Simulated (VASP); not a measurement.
A convergence study with VASP on Ni3Si (L1_2): one setting is varied, all else stays as given below, so the limit is that of these other settings. Each run relaxes cell and ions from the cell shown. The basis is that of the starting cell, so low cut-offs carry a Pulay error.

```
CELL_PARAMETERS angstrom
      3.51000     0.00000     0.00000
      0.00000     3.51000     0.00000
      0.00000     0.00000     3.51000
ATOMIC_POSITIONS crystal
  Si 0.00000 0.00000 0.00000
  Ni 0.00000 0.50000 0.50000
  Ni 0.50000 0.00000 0.50000
  Ni 0.50000 0.50000 0.00000
```

Method: PBE GGA, VASP's PBE PAW potentials (set 64) (plane waves; VASP). The tightest run used: 700 eV cut-off, 8×8×8 Γ-centred mesh, first-order Methfessel-Paxton smearing of 0.10 eV, potentials Si Ni.

**Question.** The settings run are ENCUT = 200; ENCUT = 250; ENCUT = 300; ENCUT = 350; ENCUT = 400; ENCUT = 450; ENCUT = 500; ENCUT = 550; ENCUT = 600; ENCUT = 650; ENCUT = 700. From which on does the relaxed volume stay within 0.1 Å³/atom of the tightest run?…

**Answer.** From ENCUT = 300 on: it is off by 0.011 there and by no more than 0.1 in any finer run, while ENCUT = 250 is off by 0.352.
```tsv
setting	relaxed volume (Å³/atom)	E (eV/atom)	plane waves	difference judged (Å³/atom)
ENCUT = 200	9.326	-6.0042	290	1.449
ENCUT = 250	10.423	-5.9075	402	0.352
ENCUT = 300	10.764	-5.9250	536	0.011
ENCUT = 350	10.755	-5.9236	660	0.020
ENCUT = 400	10.752	-5.9207	840	0.022
ENCUT = 450	10.768	-5.9197	968	0.007
ENCUT = 500	10.775	-5.9197	1110	0.001
ENCUT = 550	10.774	-5.9197	1328	0.001
ENCUT = 600	10.772	-5.9195	1472	0.003
ENCUT = 650	10.773	-5.9195	1647	0.002
ENCUT = 700	10.775	-5.9195	1856	0.000
```

Left out are rungs that failed or repeat a setting and relaxations that didn't move; long series are thinned to 24 rows.

The compound is Ni3Si in the L1_2 structure. The run is not spin-polarised, so no magnetic state was tried.
